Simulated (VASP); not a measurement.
A VASP calculation is set up with these files.

**POSCAR**
```
PtS2
1
    1.7700000000    -3.0657300000     0.0000000000
    1.7700000000     3.0657300000     0.0000000000
    0.0000000000     0.0000000000     5.0400000000
Pt S
1 2
Direct
  0.0000000000   0.0000000000   0.0000000000
  0.3333330000   0.6666670000   0.2300000000
  0.6666670000   0.3333330000   0.7700000000
```

INCAR:
```
SYSTEM = PtS2
PREC = Accurate
ENCUT = 400
EDIFF = 1E-6
NELM = 25
ALGO = VeryFast
LREAL = .FALSE.
LASPH = .TRUE.
ISMEAR = 0
SIGMA = 0.05
GGA = PE
LMAXMIX = 6
LWAVE = .FALSE.
LCHARG = .FALSE.
ISIF = 2
HFSCREEN = 0.2
AEXX = 0.25
LHFCALC = .TRUE.
PRECFOCK = Fast
ISYM = 3
```

KPOINTS:
```
Automatic mesh
0
Gamma
2 2 2
0 0 0
```

POTCAR, in this order: Pt S (PBE.64 set). Program: vasp_std.

The run wrote:

standard output:
```
 POSCAR found type information on POSCAR PtS
 POSCAR found :  2 types and       3 ions
 Reading from existing POTCAR
 Reading from existing POTCAR
 LDA part: xc-table for (Slater+PW92), standard interpolation
 POSCAR, INCAR and KPOINTS ok, starting setup
 WAVECAR not read
 entering main loop
       N       E                     dE             d eps       ncg     rms          rms(c)
RMM:   1    -0.239848106900E+04   -0.23985E+04   -0.62976E+03    60   0.889E+02
RMM:   2    -0.256265931281E+04   -0.16418E+03   -0.17029E+03    60   0.233E+02
RMM:   3    -0.260619320365E+04   -0.43534E+02   -0.45417E+02    60   0.114E+02
RMM:   4    -0.261441250303E+04   -0.82193E+01   -0.10978E+02    60   0.648E+01
RMM:   5    -0.261580287835E+04   -0.13904E+01   -0.31706E+01    60   0.336E+01
RMM:   6    -0.261659342166E+04   -0.79054E+00   -0.12208E+01    60   0.205E+01
RMM:   7    -0.261685567030E+04   -0.26225E+00   -0.56559E+00    60   0.126E+01
RMM:   8    -0.261695221928E+04   -0.96549E-01   -0.29965E+00    60   0.918E+00
RMM:   9    -0.261704149954E+04   -0.89280E-01   -0.25238E+00   197   0.708E+00
RMM:  10    -0.261703250042E+04    0.89991E-02   -0.97566E-01   207   0.460E+00
RMM:  11    -0.261703298514E+04   -0.48472E-03   -0.88402E-01   211   0.429E+00
RMM:  12    -0.261704603134E+04   -0.13046E-01   -0.93671E-01   212   0.428E+00    0.180E+01
RMM:  13     0.596710163853E+02    0.26767E+04   -0.31510E+01   236   0.378E+01    0.176E+01
RMM:  14     0.596942572788E+02    0.23241E-01   -0.90343E+00   225   0.182E+01    0.625E+00
RMM:  15     0.601455092870E+02    0.45125E+00   -0.12757E+00   197   0.600E+00    0.321E+00
RMM:  16     0.602104856146E+02    0.64976E-01   -0.97560E-01   206   0.441E+00    0.132E+00
RMM:  17     0.602559552476E+02    0.45470E-01   -0.91177E-01   209   0.398E+00    0.743E-01
RMM:  18     0.602595682914E+02    0.36130E-02   -0.91017E-01   216   0.387E+00    0.315E-01
RMM:  19     0.602756365449E+02    0.16068E-01   -0.91372E-01   212   0.391E+00    0.311E-01
RMM:  20     0.602680185117E+02   -0.76180E-02   -0.92098E-01   216   0.385E+00    0.235E-01
RMM:  21     0.602810088857E+02    0.12990E-01   -0.91106E-01   213   0.388E+00    0.256E-01
RMM:  22     0.602702021909E+02   -0.10807E-01   -0.91939E-01   217   0.384E+00    0.232E-01
RMM:  23     0.602816849154E+02    0.11483E-01   -0.90830E-01   214   0.387E+00    0.241E-01
RMM:  24     0.602711652440E+02   -0.10520E-01   -0.91693E-01   217   0.384E+00    0.235E-01
RMM:  25     0.602811918657E+02    0.10027E-01   -0.90810E-01   218   0.387E+00

 -----------------------------------------------------------------------------
|                                                                             |
|           W    W    AA    RRRRR   N    N  II  N    N   GGGG   !!!           |
|           W    W   A  A   R    R  NN   N  II  NN   N  G    G  !!!           |
|           W    W  A    A  R    R  N N  N  II  N N  N  G       !!!           |
|           W WW W  AAAAAA  RRRRR   N  N N  II  N  N N  G  GGG   !            |
|           WW  WW  A    A  R   R   N   NN  II  N   NN  G    G                |
|           W    W  A    A  R    R  N    N  II  N    N   GGGG   !!!           |
|                                                                             |
|     The electronic self-consistency was not achieved in the given           |
|     number of steps (NELM). The forces and other quantities evaluated       |
|     might not be reliable so examine the results carefully. If you find     |
|     spurious results, we suggest increasing NELM, if you were close to      |
|     convergence or switching to a different ALGO or adjusting the           |
|     density mixing parameters otherwise.                                    |
|                                                                             |
 -----------------------------------------------------------------------------

   1 F= 0.60281192E+02 E0= 0.60281192E+02  d E =-.337380E-12
```

OUTCAR:
```
------------------------ aborting loop EDIFF was not reached (unconverged)  ----------------------------
  FORCE on cell =-STRESS in cart. coord.  units (eV):
  Direction    XX          YY          ZZ          XY          YZ          ZX
  --------------------------------------------------------------------------------------
  Total      -18.0923536    -18.0923544    -20.1285621      0.0000000      0.0000000     -0.0000000
  in kB     -529.9537220   -529.9537464   -589.5974991      0.0000000      0.0000000     -0.0000000
  external PRESSURE =    -549.8349892 kB  Pullay stress =       0.0000000 kB
  volume of cell :       54.70
      direct lattice vectors                 reciprocal lattice vectors
     1.770000000 -3.065730000  0.000000000     0.282485876 -0.163093293  0.000000000
     1.770000000  3.065730000  0.000000000     0.282485876  0.163093293  0.000000000
     0.000000000  0.000000000  5.040000000     0.000000000  0.000000000  0.198412698
 POSITION                                       TOTAL-FORCE (eV/Angst)
 -----------------------------------------------------------------------------------
      0.00000      0.00000      0.00000        -0.000000     -0.000000      0.000000
      1.77000      1.02191      1.15920        -0.000000     -0.000000      0.276367
      1.77000     -1.02191      3.88080         0.000000      0.000000     -0.276367
 -----------------------------------------------------------------------------------
    total drift:                               -0.017985     -0.005810     -0.010714
  FREE ENERGIE OF THE ION-ELECTRON SYSTEM (eV)
  ---------------------------------------------------
  free  energy   TOTEN  =        60.2811918657 eV

  energy  without entropy=       60.2811918657  energy(sigma->0) =       60.28119187

  exchange ACFDT corr.  =        -0.00000000  see jH, gK, PRB 81, 115126
```
(Selected blocks of OUTCAR.)

Read input and log: which fault does this run have?
(A) a hybrid functional was run with ALGO = VeryFast
(B) the lattice vectors carry noise near SYMPREC
(C) LSORBIT needs the non-collinear program vasp_ncl
(D) ENCUT is too low for a cell relaxation, so Pulay stress biases the volume

A, a hybrid functional was run with ALGO = VeryFast. Convergence was not reached. Against the sound run, the energy per atom (σ→0) rises by 26.660 eV/atom; the pressure decreases by 55.00 GPa; the largest force falls by 0.544 eV/Å.

To mend it, set ALGO = Normal.

The mended run (HSE06 screened hybrid, plane waves, VASP's PBE PAW potentials (set 64)) converges, and its OSZICAR ends with
```
   1 F= -.19700301E+02 E0= -.19700301E+02  d E =-.206777E-10
```

The compound is PtS2 in the 1T layered structure. The cell was not relaxed at this level.
